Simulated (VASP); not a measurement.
Data:

```yaml
crystal:
  lattice:
    - [2.76114, 0.00000, 0.00000]
    - [0.00000, 2.76114, 0.00000]
    - [0.00000, 0.00000, 3.98005]
  atoms:
    - { symbol: Ti, position: [0.00000, 0.00000, 0.00000] }
    - { symbol: Al, position: [0.50000, 0.50000, 0.50000] }
```

Level of theory: PBE GGA with D3 dispersion (zero damping), VASP's PBE PAW potentials (set 64) (plane waves; VASP). Settings: 520 eV cut-off, 13×13×9 Γ-centred mesh, first-order Methfessel-Paxton smearing of 0.10 eV, potentials Ti_sv Al.

### Question
What does the run give for the energy per atom (σ→0), pressure, band gap (on the k-mesh) with the smallest direct gap where there is one?

### Answer

```
Item                                                        Result
------------------------  ----------------------------------------
band gap (on the k-mesh)  none (metal, semimetal or under 0.01 eV)
energy per atom (σ→0)                               -6537 meV/atom
pressure                                                  3.93 GPa
```

The compound is TiAl in the L1_0 structure. This cell is one point of a volume scan, at 0.97 of the reference volume. The electron count is odd and the run is not spin-polarised, which forces a metal.
